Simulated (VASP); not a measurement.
All values below come from PBEsol GGA, VASP's PBE PAW potentials (set 64) (plane waves; VASP).

VASP input:

**KPOINTS**
```
K-points
0
G
7 7 4
```

File POSCAR:
```
SnSe2
3.810
  0.5000000000  -0.8660254593   0.0000000000
  0.5000000000   0.8660254593   0.0000000000
  0.0000000000   0.0000000000   1.6115485564
Sn Se
1 2
Direct
  0.0000000000   0.0000000000   0.0000000000
  0.3333330000   0.6666670000   0.2500000000
  0.6666670000   0.3333330000   0.7500000000
```

INCAR:
```
! general
SYSTEM  = SnSe2
PREC    = Accurate
ENCUT   = 300
LREAL   = F
LASPH   = T

! electronic loop
EDIFF   = 1E-6
NELM    = 100
ALGO    = Normal
LMAXMIX = 4

! smearing
ISMEAR  = -1
SIGMA   = 0.05

! functional
GGA     = PS

! ions
ISIF    = 2

! output
LWAVE   = F
LCHARG  = F
```

POTCAR, in this order: Sn_d Se (PBE.64 set). Program: vasp_std.

The resulting files:

### OUTCAR
```
 ion  position               nearest neighbor table
   1  0.000  0.000  0.000-   2 2.68   3 2.68   3 2.68   2 2.68   3 2.68   2 2.68
   2  0.333  0.667  0.250-   1 2.68   1 2.68   1 2.68
   3  0.667  0.333  0.750-   1 2.68   1 2.68   1 2.68
  LATTYP: Found a hexagonal cell.
 ALAT       =     3.8100001832
 C/A-ratio  =     1.6115484789
 Subroutine PRICEL returns:
 Original cell was already a primitive cell.
 Subroutine GETGRP returns: Found 12 space group operations
The static configuration has the point symmetry D_3d.
The dynamic configuration has the point symmetry D_3d.
 Subroutine INISYM returns: Found 12 space group operations
 Subroutine IBZKPT returns following result:
 Found     28 irreducible k-points:

 Following reciprocal coordinates:
            Coordinates               Weight
  0.000000  0.000000  0.000000      1.000000
  0.142857 -0.000000  0.000000      6.000000
  0.285714 -0.000000  0.000000      6.000000
  0.428571 -0.000000  0.000000      6.000000
  0.142857  0.142857  0.000000      6.000000
  0.285714  0.142857  0.000000     12.000000
  0.428571  0.142857  0.000000      6.000000
...
```

### OSZICAR
```
       N       E                     dE             d eps       ncg     rms          rms(c)
DAV:   1     0.155741447244E+03    0.15574E+03   -0.94764E+03   960   0.123E+03
DAV:   2     0.104711521669E+01   -0.15469E+03   -0.15257E+03  1117   0.307E+02
DAV:   3    -0.129124201627E+02   -0.13960E+02   -0.13887E+02  1160   0.990E+01
DAV:   4    -0.132185750188E+02   -0.30615E+00   -0.30583E+00  1155   0.164E+01
DAV:   5    -0.132260913153E+02   -0.75163E-02   -0.75137E-02  1443   0.232E+00    0.519E+00
DAV:   6    -0.129766310782E+02    0.24946E+00   -0.54171E-01  1434   0.869E+00    0.331E+00
DAV:   7    -0.129460314184E+02    0.30600E-01   -0.15877E-01  1209   0.306E+00    0.895E-01
DAV:   8    -0.129438898560E+02    0.21416E-02   -0.12123E-02  1214   0.121E+00    0.255E-01
DAV:   9    -0.129439201703E+02   -0.30314E-04   -0.11288E-03  1112   0.245E-01    0.716E-02
DAV:  10    -0.129439238904E+02   -0.37202E-05   -0.94106E-05  1338   0.734E-02    0.265E-02
DAV:  11    -0.129439370123E+02   -0.13122E-04   -0.22940E-05  1100   0.286E-02    0.520E-03
DAV:  12    -0.129439374482E+02   -0.43587E-06   -0.10182E-06   972   0.805E-03
   1 F= -.12943937E+02 E0= -.12943912E+02  d E =-.511698E-04
```

**OUTCAR**
```
------------------------ aborting loop because EDIFF is reached ----------------------------------------
  FORCE on cell =-STRESS in cart. coord.  units (eV):
  Direction    XX          YY          ZZ          XY          YZ          ZX
  --------------------------------------------------------------------------------------
  Total        0.8205306      0.8205307      1.5856683      0.0000000      0.0000000      0.0000000
  in kB       17.0316373     17.0316395     32.9134916      0.0000000      0.0000000      0.0000000
  external PRESSURE =      22.3255895 kB  Pullay stress =       0.0000000 kB
  volume of cell :       77.19
      direct lattice vectors                 reciprocal lattice vectors
     1.905000000 -3.299557000  0.000000000     0.262467192 -0.151535494  0.000000000
     1.905000000  3.299557000  0.000000000     0.262467192  0.151535494  0.000000000
     0.000000000  0.000000000  6.140000000     0.000000000  0.000000000  0.162866450
 POSITION                                       TOTAL-FORCE (eV/Angst)
 -----------------------------------------------------------------------------------
      0.00000      0.00000      0.00000         0.000000      0.000000      0.000000
      1.90500      1.09985      1.53500        -0.000000     -0.000000      0.550881
      1.90500     -1.09985      4.60500        -0.000000      0.000000     -0.550881
 -----------------------------------------------------------------------------------
    total drift:                               -0.000000      0.000000      0.000000
  FREE ENERGIE OF THE ION-ELECTRON SYSTEM (eV)
  ---------------------------------------------------
  free  energy   TOTEN  =       -12.9439374482 eV

  energy  without entropy=      -12.9438862784  energy(sigma->0) =      -12.94391186
```
(Selected blocks of OUTCAR.)

OUTCAR:
```
 val. band max:        4.0439883684   @ k =   0.0000   0.0000   0.0000

 cond. band min:       4.7816330272   @ k =  -0.0000   0.4286   0.2500


 Fermi energy:         4.4295523988

 k-point     1 :       0.0000    0.0000    0.0000
  band No.  band energies     occupation
      1     -17.0781      2.00000
      2     -17.0781      2.00000
      3     -17.0392      2.00000
      4     -17.0231      2.00000
      5     -17.0231      2.00000
      6      -9.9558      2.00000
      7      -8.1744      2.00000
      8      -2.0774      2.00000
      9       3.3732      2.00000
     10       3.3732      2.00000
     11       3.6816      2.00000
     12       3.6816      2.00000
     13       4.0440      1.99910
     14       5.0510      0.00001
     15       6.9116      0.00000
     16       8.6441      0.00000
     17       8.6441      0.00000

 k-point     2 :       0.1429   -0.0000    0.0000
  band No.  band energies     occupation
      1     -17.0883      2.00000
      2     -17.0710      2.00000
      3     -17.0334      2.00000
      4     -17.0266      2.00000
      5     -17.0212      2.00000
      6      -9.7511      2.00000
      7      -8.0430      2.00000
      8      -2.0478      2.00000
      9       1.6642      2.00000
     10       2.6871      2.00000
     11       2.7250      2.00000
     12       3.9485      1.99987
     13       4.0434      1.99912
     14       6.2408      0.00000
     15       7.6334      0.00000
     16       8.5615      0.00000
     17       9.0236      0.00000

 k-point     3 :       0.2857   -0.0000    0.0000
  band No.  band energies     occupation
      1     -17.1149      2.00000
      2     -17.0607      2.00000
      3     -17.0391      2.00000
      4     -17.0148      2.00000
      5     -17.0118      2.00000
      6      -9.1802      2.00000
      7      -7.7646      2.00000
      8      -2.3300      2.00000
      9       0.1704      2.00000
     10       1.4114      2.00000
     11       1.8964      2.00000
...
```

At this cut-off the stress carries a Pulay error, which pulls relaxed volumes low. Unless said otherwise, spin-orbit coupling is left out, though it shifts the bands of the heavy elements here.

The structure is a typed SnSe2 crystal. The cell was not relaxed at this level.
